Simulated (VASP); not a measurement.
Input:

```
CELL_PARAMETERS angstrom
      0.00000     2.96141     2.96141
      2.96141     0.00000     2.96141
      2.96141     2.96141     0.00000
ATOMIC_POSITIONS crystal
  Cd 0.00000 0.00000 0.00000
  S  0.25000 0.25000 0.25000
```

Calculation: PBE GGA, VASP's PBE PAW potentials (set 64) (plane waves; VASP). Settings: 350 eV cut-off, Gaussian smearing of 0.050 eV, potentials Cd S.

Q: Give the energies of bands 6 to 11 at the high-symmetry points, in eV from the valence-band maximum.

A: 
```json
[
 {"band": "6", "Γ": "-7.14", "X": "-6.74", "U": "-6.63", "L": "-6.80", "W": "-6.58"},
 {"band": "7", "Γ": "0.00", "X": "-3.76", "U": "-3.72", "L": "-4.13", "W": "-3.69"},
 {"band": "8", "Γ": "0.00", "X": "-1.73", "U": "-2.34", "L": "-0.69", "W": "-2.07"},
 {"band": "9", "Γ": "0.00", "X": "-1.73", "U": "-1.40", "L": "-0.69", "W": "-2.03"},
 {"band": "10", "Γ": "1.04", "X": "3.63", "U": "4.23", "L": "2.94", "W": "5.23"},
 {"band": "11", "Γ": "6.55", "X": "4.28", "U": "5.35", "L": "7.00", "W": "5.44"}
]
```

The gap is direct, 1.04 eV, from the valence maximum at Γ to the conduction minimum at Γ.

Measured: gap 2.48 eV at 4 K (computed value off by -1.44 eV), as given by arXiv:1206.3780.

The compound is CdS in the zinc blende structure, a metastable form; wurtzite is the usual one. It was relaxed first, which changed the volume by +5 %.
